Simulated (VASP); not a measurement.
```
NiO
1.0
    4.14941     2.07087     2.07087
    2.07087     4.14941     2.07087
    2.07087     2.07087     4.14941
Ni O
2 2
Direct
  0.00000   0.00000   0.00000
  0.50000   0.50000   0.50000
  0.25000   0.25000   0.25000
  0.75000   0.75000   0.75000
```
Starting moments (μB, in the order of the record's atoms Ni Ni O O): 1.3 -1.3 0.0 0.0.

All values below come from optB86b-vdW, VASP's PBE PAW potentials (set 64) (plane waves; VASP). Numerical set-up: 520 eV cut-off, Gaussian smearing of 0.050 eV, potentials Ni O.

Task: Give the spin-up energies of bands 6 to 19 at the high-symmetry points, in eV from the valence-band maximum.

Result: 
```json
[
 {"band": "6", "Γ": "-2.43", "T": "-4.52", "H2": "-5.58", "L": "-5.05", "S0": "-5.46", "F": "-5.03"},
 {"band": "7", "Γ": "-2.43", "T": "-3.88", "H2": "-4.82", "L": "-4.80", "S0": "-4.91", "F": "-3.77"},
 {"band": "8", "Γ": "-2.40", "T": "-3.88", "H2": "-4.68", "L": "-4.30", "S0": "-4.69", "F": "-3.74"},
 {"band": "9", "Γ": "-1.89", "T": "-1.76", "H2": "-1.47", "L": "-1.94", "S0": "-1.45", "F": "-2.73"},
 {"band": "10", "Γ": "-1.89", "T": "-1.76", "H2": "-1.36", "L": "-1.27", "S0": "-1.28", "F": "-1.39"},
 {"band": "11", "Γ": "-1.81", "T": "-1.37", "H2": "-1.22", "L": "-1.12", "S0": "-1.26", "F": "-1.15"},
 {"band": "12", "Γ": "-1.52", "T": "-0.84", "H2": "-0.81", "L": "-0.94", "S0": "-0.81", "F": "-0.95"},
 {"band": "13", "Γ": "-1.52", "T": "-0.84", "H2": "-0.51", "L": "-0.39", "S0": "-0.53", "F": "-0.79"},
 {"band": "14", "Γ": "-0.64", "T": "-0.68", "H2": "-0.43", "L": "-0.30", "S0": "-0.46", "F": "-0.41"},
 {"band": "15", "Γ": "-0.64", "T": "-0.04", "H2": "-0.24", "L": "-0.25", "S0": "-0.26", "F": "-0.28"},
 {"band": "16", "Γ": "-0.33", "T": "-0.04", "H2": "-0.16", "L": "-0.14", "S0": "-0.16", "F": "-0.15"},
 {"band": "17", "Γ": "2.00", "T": "1.39", "H2": "1.42", "L": "1.37", "S0": "1.45", "F": "2.04"},
 {"band": "18", "Γ": "2.00", "T": "1.40", "H2": "1.51", "L": "1.41", "S0": "1.50", "F": "2.10"},
 {"band": "19", "Γ": "2.34", "T": "4.98", "H2": "9.16", "L": "8.19", "S0": "9.28", "F": "6.28"}
]
```

Task: Give the spin-down energies of bands 6 to 19 at the high-symmetry points, in eV from the valence-band maximum.

Result: 
```tsv
band	Γ	T	H2	L	S0	F
6	-2.43	-4.52	-5.58	-5.05	-5.46	-5.03
7	-2.43	-3.88	-4.82	-4.80	-4.91	-3.77
8	-2.40	-3.88	-4.68	-4.30	-4.69	-3.74
9	-1.89	-1.76	-1.47	-1.94	-1.45	-2.73
10	-1.89	-1.76	-1.36	-1.27	-1.28	-1.39
11	-1.81	-1.37	-1.22	-1.12	-1.26	-1.15
12	-1.52	-0.84	-0.81	-0.94	-0.81	-0.95
13	-1.52	-0.84	-0.51	-0.39	-0.53	-0.79
14	-0.64	-0.68	-0.43	-0.30	-0.46	-0.41
15	-0.64	-0.04	-0.24	-0.25	-0.26	-0.28
16	-0.33	-0.04	-0.16	-0.14	-0.16	-0.15
17	2.00	1.39	1.42	1.37	1.45	2.04
18	2.00	1.40	1.51	1.41	1.50	2.10
19	2.34	4.98	9.16	8.19	9.28	6.28
```

The gap is indirect, 1.05 eV, from the valence maximum at F-Γ at 0.55 to the conduction minimum at Γ-S0 at 0.73.

The compound is NiO in the rock salt, AFM-II order structure. It was relaxed first.
